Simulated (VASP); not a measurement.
Data:

```xyz
2
Lattice="0.0000 2.5587 2.5587 2.5587 0.0000 2.5587 2.5587 2.5587 0.0000" Properties=species:S:1:pos:R:3 pbc="T T T"
Mg     0.0000     0.0000     0.0000
S      2.5587     2.5587     2.5587
```

Calculation: LDA (Ceperley-Alder, Perdew-Zunger), VASP's LDA PAW potentials (set 64) (plane waves; VASP). Settings: 500 eV cut-off, 9×9×9 Γ-centred mesh, Gaussian smearing of 0.050 eV, potentials Mg S.

Energy and stress use the plane-wave basis of the starting cell.

The ions, cell shape and volume at an external pressure of 5.0 GPa are relaxed. Which structure does the run end with?

```xyz
2
Lattice="0.0000 2.5141 2.5141 2.5141 0.0000 2.5141 2.5141 2.5141 0.0000" Properties=species:S:1:pos:R:3 pbc="T T T"
Mg     0.0000     0.0000     0.0000
S      2.5141     2.5141     2.5141
```
Space group Fm-3m (225), at a tolerance of 0.03 Å.

How do energy and volume change from the first to the last step?

The energy (σ→0) changes by +12.8 meV/atom and the volume by -5.1 %, in 3 ionic steps.

The compound is MgS in the rock salt structure. This run relaxes it under an external pressure of 5 GPa. Symmetry was kept, so distortions that lower it aren't found.
